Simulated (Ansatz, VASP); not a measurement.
# WSO (2H-WOS monolayer) in two plane-wave programs, part 2 of 2

One calculation is typed for both programs; each brings its own data sets. How far apart do they land? Of the first pair: The structure shown is the start of the Ansatz relaxation below; VASP solves that cell, so the two are compared at the walk's first step.

VASP 6.6.1 and Ansatz 0.2.0.

So far: Set-up; Ansatz: relaxation, PBE with D3(BJ).

## Step 3: VASP: single point, PBE with D3(BJ), start cell, pair 1

Level of this step: PBE with D3(BJ), no spin polarisation; plane waves and PAW (S, W, O) (VASP).

The same cell, functional, mesh and smearing now go to VASP, with its own data sets.

Lines of VASP's logs that name or quote its potential files are left out, and so is its time.

The input, INCAR:

```
SYSTEM = WSO
PREC = Accurate
ENCUT = 520
EDIFF = 1E-06
NELM = 120
ISMEAR = -1
SIGMA = 0.05
LREAL = .FALSE.
ALGO = Normal
GGA = PE
IVDW = 12
NBANDS = 15
LASPH = .TRUE.
LORBIT = 11
LWAVE = .FALSE.
LCHARG = .FALSE.
ISIF = 2
LDIPOL = .TRUE.
IDIPOL = 3
DIPOL = 0.5 0.5 0.503
LVHAR = .TRUE.
GGA_COMPAT = .FALSE.
EFERMI = MIDGAP
NELMDL = -8
```

The input, POSCAR:

```
WSO
1.0
    3.0529560000      0.0000000000      0.0000000000
   -1.5264780000      2.6439370000      0.0000000000
    0.0000000000      0.0000000000     37.0222040000
S W O
1 1 1
Direct
    0.3333333964      0.6666667927      0.4591838995
    0.0000000631      0.0000001260      0.5081319308
    0.3333333964      0.6666667927      0.5408161005
```

The input, KPOINTS:

```
Automatic mesh
0
Gamma
12 12 1
0 0 0
```

The projector-augmented-wave data sets are S, W and O (PBE family, release 64).

Started as:

```console
$ mpirun -np 1 vasp_std
```

Numbers of over 12 decimals in the logs are rounded to 6 here.

Output:

```text
[banner, memory and clock lines left out]
running    1 mpi-ranks, on    1 nodes
 distrk:  each k-point on    1 cores,    1 groups
 distr:  one band on    1 cores,    1 groups

 POSCAR found type information on POSCAR S W O
 POSCAR found :  3 types and       3 ions
 LDA part: xc-table for (Slater+PW92), standard interpolation
 POSCAR, INCAR and KPOINTS ok, starting setup
 FFT: planning ... GRIDC
 FFT: planning ... GRID_SOFT
 FFT: planning ... GRID
 WAVECAR not read
 entering main loop
       N       E                     dE             d eps       ncg     rms          rms(c)
DAV:   1     0.156536807838E+03    0.15654E+03   -0.57516E+03   586   0.831E+02
DAV:   2    -0.534886672734E+01   -0.16189E+03   -0.14684E+03  1078   0.164E+02
DAV:   3    -0.284158164978E+02   -0.23067E+02   -0.22810E+02   815   0.880E+01
DAV:   4    -0.289255892318E+02   -0.50977E+00   -0.50702E+00   755   0.154E+01
DAV:   5    -0.289333053300E+02   -0.77161E-02   -0.77086E-02   781   0.177E+00
DAV:   6    -0.289335554647E+02   -0.25013E-03   -0.25012E-03   760   0.309E-01
DAV:   7    -0.289335659938E+02   -0.10529E-04   -0.10529E-04   797   0.568E-02
DAV:   8    -0.289335663460E+02   -0.35219E-06   -0.35217E-06   727   0.108E-02    0.261E+01
DAV:   9    -0.261600012190E+02    0.27736E+01   -0.12847E+01   813   0.313E+01    0.989E+00
DAV:  10    -0.258280680379E+02    0.33193E+00   -0.41282E+00   763   0.198E+01    0.849E+00
DAV:  11    -0.255049461529E+02    0.32312E+00   -0.77899E-01   739   0.843E+00    0.124E+00
DAV:  12    -0.254952888818E+02    0.96573E-02   -0.10491E-01   787   0.304E+00    0.556E-01
DAV:  13    -0.254948365027E+02    0.45238E-03   -0.11329E-02   752   0.922E-01    0.455E-01
DAV:  14    -0.254938383097E+02    0.99819E-03   -0.29385E-03   822   0.397E-01    0.210E-01
[...]
DAV:  19    -0.254936799822E+02   -0.74593E-04   -0.10481E-05   759   0.191E-02    0.204E-02
DAV:  20    -0.254937319943E+02   -0.52012E-04   -0.52120E-06   759   0.152E-02    0.896E-03
DAV:  21    -0.254937640812E+02   -0.32087E-04   -0.41320E-06   773   0.123E-02    0.422E-03
DAV:  22    -0.254937769539E+02   -0.12873E-04   -0.23073E-07   670   0.401E-03    0.320E-03
DAV:  23    -0.254937944736E+02   -0.17520E-04   -0.59198E-07   591   0.409E-03    0.185E-03
DAV:  24    -0.254937998803E+02   -0.54067E-05   -0.10744E-07   663   0.170E-03    0.111E-03
DAV:  25    -0.254938070202E+02   -0.71399E-05   -0.30488E-07   582   0.269E-03    0.893E-04
DAV:  26    -0.254938076329E+02   -0.61268E-06   -0.26805E-08   670   0.151E-03
   1 F= -.26145845E+02 E0= -.26145845E+02  d E =-.796770E-07
```

Parts of OUTCAR (step 3):

```text
ion  position               nearest neighbor table
   1  0.333  0.667  0.459-   2 2.53   2 2.53   2 2.53
   2  0.000  0.000  0.508-   3 2.14   3 2.14   3 2.14   1 2.53   1 2.53   1 2.53
   3  0.333  0.667  0.541-   2 2.14   2 2.14   2 2.14

  LATTYP: Found a hexagonal cell.
 ALAT       =     3.0529560000
 C/A-ratio  =    12.1266746065

 Subroutine GETGRP returns: Found  6 space group operations
 (whereof  6 operations were pure point group operations)

The static configuration has the point symmetry C_3v.

 Found     19 irreducible k-points:

   k-points           NKPTS =     19   k-points in BZ     NKDIM =     19   number of bands    NBANDS=     15

   dimension x,y,z NGX =    24 NGY =   24 NGZ =  280
   dimension x,y,z NGXF=    48 NGYF=   48 NGZF=  560

   ENCUT  =  520.0 eV  38.22 Ry    6.18 a.u.   5.68  5.68 68.84*2*pi/ulx,y,z

   NELECT =      18.0000    total number of electrons

 k-points in reciprocal lattice and weights: Automatic mesh
   0.00000000  0.00000000  0.00000000       0.007
   0.08333333 -0.00000000  0.00000000       0.042
   0.16666667  0.00000000  0.00000000       0.042
   0.25000000 -0.00000000  0.00000000       0.042
   0.33333333  0.00000000  0.00000000       0.042
   0.41666667  0.00000000  0.00000000       0.042
   0.50000000 -0.00000000  0.00000000       0.021
   0.08333333  0.08333333  0.00000000       0.042
   0.16666667  0.08333333  0.00000000       0.083
[...]
0.33333333  0.25000000  0.00000000       0.083
   0.33333333  0.33333333  0.00000000       0.014

 dipolmoment           0.000000      0.000000      0.084180 electrons x Angstroem

 average (electrostatic) potential at core
       1 -96.1704       2 -50.9476       3 -80.0969

 E-fermi :  -3.5106

 k-point     1 :       0.0000    0.0000    0.0000
  band No.  band energies     occupation
    ...
      5      -8.7084      2.00000
      6      -7.6432      2.00000
      7      -5.5336      2.00000
      8      -5.5336      2.00000
      9      -4.1684      2.00000
     10      -1.9227      0.00000
     11      -1.9227      0.00000
     12      -1.5475      0.00000
     13      -1.5475      0.00000
     14      -0.6453      0.00000
    ...

 k-point     2 :       0.0833   -0.0000    0.0000
  band No.  band energies     occupation
    ...
      5      -8.6605      2.00000
      6      -7.5596      2.00000
      7      -5.8500      2.00000
      8      -5.6211      2.00000
      9      -4.2670      2.00000
     10      -2.1550      0.00000
     11      -1.9970      0.00000
     12      -1.6475      0.00000
     13      -1.3622      0.00000
     14      -0.2752      0.00000
    ...

 k-point     3 :       0.1667    0.0000    0.0000
  band No.  band energies     occupation
    ...
      5      -8.5631      2.00000
      6      -7.5348      2.00000
      7      -6.5674      2.00000
      8      -5.7840      2.00000
      9      -4.6409      2.00000
     10      -2.5081      0.00000
     11      -2.0947      0.00000
     12      -1.5890      0.00000
     13      -0.9740      0.00000
     14       0.3896      0.00000
    ...

 Edisp (eV)   -0.65204

  Total      -4.78163    -4.78163    -7.65005    -0.00000    -0.00000     0.00000
  in kB     -25.63614   -25.63613   -41.01484    -0.00000    -0.00000     0.00000
  external pressure =      -30.76 kB  Pullay stress =        0.00 kB

  energy-cutoff  :      520.00
  volume of cell :      298.84
      direct lattice vectors                 reciprocal lattice vectors
     3.052956000  0.000000000  0.000000000     0.327551396  0.189111919  0.000000000
    -1.526478000  2.643937000  0.000000000     0.000000000  0.378223838  0.000000000
     0.000000000  0.000000000 37.022204000     0.000000000  0.000000000  0.027010818

 POSITION                                       TOTAL-FORCE (eV/Angst)
 -----------------------------------------------------------------------------------
      0.00000      1.76262     17.00000         0.000000     -0.000000      3.260986
      0.00000      0.00000     18.81216         0.000000      0.000000     -1.854425
      0.00000      1.76262     20.02220        -0.000000     -0.000000     -1.406561
 -----------------------------------------------------------------------------------
    total drift:                               -0.000000     -0.000566     -0.000240

  FREE ENERGIE OF THE ION-ELECTRON SYSTEM (eV)
  ---------------------------------------------------
  free  energy   TOTEN  =       -26.1458446164 eV

  energy  without entropy=      -26.1458445367  energy(sigma->0) =      -26.14584458

 vacuum level on the upper side and lower side of the slab         2.615         0.727

 total charge
# of ion       s       p       d       tot
------------------------------------------
    1        1.370   2.283   0.000   3.653
    2        0.511   0.647   3.968   5.126
    3        1.577   3.350   0.000   4.927
--------------------------------------------------
tot          3.458   6.279   3.968  13.705

[... 3 further parts left out ...]
```

This run has no spin polarisation, so a moment on W, if there is one, isn't seen. The data set W keeps the semicore shell frozen, which is cheaper and a little less accurate.

## Step 4: Comparison

Known differences besides the potentials themselves: Ansatz cuts the interaction across the vacuum, VASP repeats the sheet with a dipole correction; the data sets hold 26 valence electrons in Ansatz (on its PAW soft_1 files) and 18 in VASP; the cutoff is 420 eV in Ansatz and 520 eV in VASP. Total energies have different zeros and are not compared.

Forces (eV/Å; atoms numbered as in POSCAR):

```csv
atom,"Ansatz x, y, z","VASP x, y, z"
S1,"0.000, 0.000, 3.178","0.000, 0.000, 3.261"
W2,"0.000, 0.000, -1.770","0.000, 0.000, -1.854"
O3,"0.000, 0.000, -1.408","0.000, 0.000, -1.407"
```

The forces differ by 39 meV/Å r.m.s., which is 2.9 % of the r.m.s. force of 1.335 eV/Å (both taken over all components). With vacuum in the cell, a pressure given here is an average over mostly empty space and none of the material.

## Step 5: Ansatz: relaxation, PBE with D3(BJ)

This run makes the geometry at which the two programs are then compared.

The structure compared here is the end of the Ansatz relaxation.

The input, input.yaml:

```yaml
crystal:
  lattice:
    - [3.052956, 0.0, 0.0]
    - [-1.526478, 2.6439374526, 0.0]
    - [0.0, 0.0, 37.022203859]
  atoms:
    - { symbol: S, position: [0.3333333333, 0.6666666667, 0.4591839012] }
    - { symbol: W, position: [0.0, 0.0, 0.5081319242] }
    - { symbol: O, position: [0.3333333333, 0.6666666667, 0.5408160988] }
  periodic: [true, true, false]
kpoints:
  mp_grid: { grid: [12, 12, 1] }
hamiltonian:
  xc: pbe
  dispersion: d3bj
  pseudopotentials: { kind: paw, azcp: { folder: soft_1 } }
scf:
  occupations: { method: fermi_dirac, width: 0.05 }
  convergence: { dr2_threshold: 1.0e-09 }
relax:
  f_tol: 0.004
  max_steps: 90
  cell: {}
output:
  write_potential: true
  write_density: true
  volumetric_format: npy
```

Started as:

```console
$ ansatz run input.yaml --threads 2 --pin off --max-ram 3072MiB --backend cpu --events-out ev --progress --plain --runs-dir out
```

Output:

```text
[...]
Crystal: 3 atoms, lattice volume = 298.837 Å³
Basis set: ecut = 420 eV, 5811 PW (Γ), exchange–correlation on 48×48×500 points (8 copies of the dense FFT grid, shifted against one another)
Bands: 17, of which v1, the nominal top of the filled ones, is band 13 counted from 1 (12 counted from 0)
Symmetry: 6 space group operations
[...]
the weakly bound empty levels are not read free of the cell's end (no_gap_told)
--- Relaxed structure (6 steps of the walk, 6 accepted, 1 SCFs on fresh bases) ---
[...]
cell:  # Å, volume = 286.4611 Å³
    - [2.989072, 0, 0]
    - [-1.494536, 2.588612, 0]
    - [0, 0, 37.022203859]
  atoms:
    - { symbol: S, position: [0.333333, 0.666667, 0.462702] }
    - { symbol: W, position: [0, -3.700743415524893e-17, 0.506919] }
    - { symbol: O, position: [0.333333, 0.666667, 0.538511] }
[key lines of the parts left out:]
SCF converged after 6 iterations
Free energy (F): -11857.471329 eV
Fermi energy:    -4.831876 eV
P = ½ c Tr σ = -0.0476 N/m
```

## Step 6: VASP: single point, PBE with D3(BJ), relaxed cell, pair 2

The same cell, functional, mesh and smearing now go to VASP, with its own data sets.

INCAR is that of step 3.

The input, POSCAR:

```
WSO
1.0
    2.9890718129      0.0000000000      0.0000000000
   -1.4945359065      2.5886121237      0.0000000000
    0.0000000000      0.0000000000     37.0222038590
S W O
1 1 1
Direct
    0.3333333333      0.6666666667      0.4627020307
    1.0000000000      0.0000000000      0.5069190332
    0.3333333333      0.6666666667      0.5385108603
```

KPOINTS is that of step 3.

Started as:

```console
$ mpirun -np 1 vasp_std
```

Output:

```text
[... set-up lines as in an earlier step ...]
 entering main loop
       N       E                     dE             d eps       ncg     rms          rms(c)
DAV:   1     0.163252961189E+03    0.16325E+03   -0.57816E+03   586   0.836E+02
DAV:   2    -0.533695643561E+01   -0.16859E+03   -0.15246E+03  1054   0.166E+02
DAV:   3    -0.285512026984E+02   -0.23214E+02   -0.22993E+02   836   0.889E+01
DAV:   4    -0.290195720192E+02   -0.46837E+00   -0.46588E+00   782   0.153E+01
[...]
DAV:  26    -0.259089286112E+02   -0.21372E-05   -0.85307E-08   572   0.226E-03    0.390E-03
DAV:  27    -0.259089308735E+02   -0.22623E-05   -0.21441E-07   600   0.322E-03    0.153E-03
DAV:  28    -0.259089311977E+02   -0.32424E-06   -0.16665E-08   663   0.943E-04
   1 F= -.26605031E+02 E0= -.26605031E+02  d E =-.419338E-08
```

Parts of OUTCAR (step 6):

```text
 Edisp (eV)   -0.69610

  Total      -0.14536    -0.14536    -0.05362     0.00000    -0.00000     0.00000
  in kB      -0.81302    -0.81302    -0.29989     0.00000    -0.00000     0.00000
  external pressure =       -0.64 kB  Pullay stress =        0.00 kB

 POSITION                                       TOTAL-FORCE (eV/Angst)
 -----------------------------------------------------------------------------------
     -0.00000      1.72574     17.13025         0.000000      0.000000      0.055612
      0.00000      0.00000     18.76726        -0.000000      0.000000     -0.121999
     -0.00000      1.72574     19.93686        -0.000000      0.000000      0.066387
 -----------------------------------------------------------------------------------
    total drift:                                0.000000      0.000000      0.000230

  FREE ENERGIE OF THE ION-ELECTRON SYSTEM (eV)
  ---------------------------------------------------
  free  energy   TOTEN  =       -26.6050310693 eV

  energy  without entropy=      -26.6050310651  energy(sigma->0) =      -26.60503107

[... 1 part as in an earlier step ...]

[... 2 further parts left out ...]
[key lines of the parts left out:]
E-fermi :  -3.1342
```

## Step 7: Side by side

What differs besides the data sets and the points named for the pairs above, as far as they apply: the data sets hold 26 valence electrons in Ansatz (on its PAW soft_1 files) and 18 in VASP. Total energies have different zeros and are not compared.

Compared:

| quantity | Ansatz | VASP | difference |
| --- | --- | --- | --- |
| gap on the k mesh (eV) | 1.667 | 1.625 | +0.041 |

Forces (eV/Å; atoms numbered as in POSCAR):

```
atom       Ansatz x, y, z          VASP x, y, z
  S1  0.000, 0.000, 0.000   0.000, 0.000, 0.056
  W2  0.000, 0.000, 0.001  0.000, 0.000, -0.122
  O3  0.000, 0.000, 0.000   0.000, 0.000, 0.066
```

The forces differ by 50 meV/Å r.m.s., where the r.m.s. force is 0.000 eV/Å in Ansatz and 0.050 eV/Å in VASP: the atoms lie near their places of rest in Ansatz, so a percentage would say little (all taken over all components). A gap on the mesh is an upper bound, since the band edges may lie between its points; neither run holds spin-orbit coupling, which can move the band edges of a compound of W. With vacuum in the cell, a pressure given here is an average over mostly empty space and none of the material.

## Step 8: What the set-up changes

Further runs change the set-up of one program: Ansatz's method, potentials or start, or VASP's data sets, cutoff or form of LDA. The table gives Ansatz less VASP for each quantity, since a change that brings one quantity closer may part another.

```
                                  run  r.m.s. force difference (meV/Å)  gap on the k mesh (eV)
                             as above                               50                   0.041
VASP with the data sets S, W_sv and O                               68                  0.0056
```

## Step 9: Results

| Item | Value |
| --- | --- |
| r.m.s. force difference (single point, PBE with D3(BJ), start cell, pair 1) | 2.9 % of the r.m.s. force |
| r.m.s. force difference (single point, PBE with D3(BJ), relaxed cell, pair 2) | 50 meV/Å |
| difference in gap on the k mesh (single point, PBE with D3(BJ), relaxed cell, pair 2) | 0.041 eV |

What this shows: The r.m.s. force difference is 50 meV/Å (single point, PBE with D3(BJ), relaxed cell, pair 2), beyond the 12 meV/Å picked in this series as the mark of a large difference. The data sets hold unlike numbers of valence electrons (26 in Ansatz and 18 in VASP), so part of the differences comes from the potentials. Single point, PBE with D3(BJ), relaxed cell, pair 2, VASP with the data sets S, W_sv and O: r.m.s. force difference goes from 50 to 68 meV/Å; the difference in gap on the k mesh goes from 0.041 to 0.0056 eV. Such differences can come from data sets, numerical settings and the points named under the comparisons, not from the functional's error against experiment.

[Lines on the potential files, build, host, timing and source positions are cut from VASP's logs without a mark.]

[Logs are printed without paths, hosts, clocks, repeated set-up lines and the standing remarks that a program may print on its own settings, such as how far it seeks lower states.]

[Hosts, paths, dates, database ids (printed as entryN), source tags and the programs' standing remarks are cut or masked in the printed files.]
